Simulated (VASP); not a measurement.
Input:

```yaml
crystal:
  lattice:
    - [1.94160, -3.36295, 0.00000]
    - [1.94160, 3.36295, 0.00000]
    - [0.00000, 0.00000, 5.94746]
  atoms:
    - { symbol: La, position: [0.33333, 0.66667, 0.24385] }
    - { symbol: La, position: [0.66667, 0.33333, 0.75615] }
    - { symbol: O, position: [0.00000, 0.00000, 0.00000] }
    - { symbol: O, position: [0.33333, 0.66667, 0.64645] }
    - { symbol: O, position: [0.66667, 0.33333, 0.35355] }
```

Method: LDA (Ceperley-Alder, Perdew-Zunger) with spin-orbit coupling, VASP's LDA PAW potentials (set 64) (plane waves; VASP). Run with 520 eV cut-off, 6×6×4 Γ-centred mesh, Gaussian smearing of 0.050 eV, potentials La O.

The path is coarsely sampled, so an indirect gap can come out somewhat too large.

Question: Give the energies of bands 33 to 46 at the high-symmetry points, in eV from the valence-band maximum.

Answer: 
```tsv
band	Γ	M	K	A	L	H
33	-1.87	-0.83	-0.96	-1.15	-0.99	-0.70
34	-1.87	-0.83	-0.96	-1.15	-0.99	-0.70
35	-0.57	-0.68	-0.96	-0.96	-0.86	-0.33
36	-0.57	-0.68	-0.96	-0.96	-0.86	-0.33
37	-0.48	-0.46	-0.92	-0.45	-0.40	-0.31
38	-0.48	-0.46	-0.92	-0.45	-0.40	-0.31
39	-0.23	-0.31	-0.08	-0.32	-0.01	-0.19
40	-0.23	-0.31	-0.08	-0.32	-0.01	-0.19
41	4.24	3.74	3.70	4.62	4.38	4.16
42	4.24	3.74	3.70	4.62	4.38	4.16
43	4.44	4.67	4.70	4.63	4.57	4.79
44	4.44	4.67	4.70	4.63	4.57	4.79
45	4.46	5.15	4.71	4.64	5.04	4.92
46	4.46	5.15	4.71	4.64	5.04	4.92
```

The gap is indirect, 3.70 eV, from the valence maximum at H-A at 0.25 to the conduction minimum at K.

The compound is La2O3 in the a-type structure. It was relaxed first, which changed the volume by -6 %.
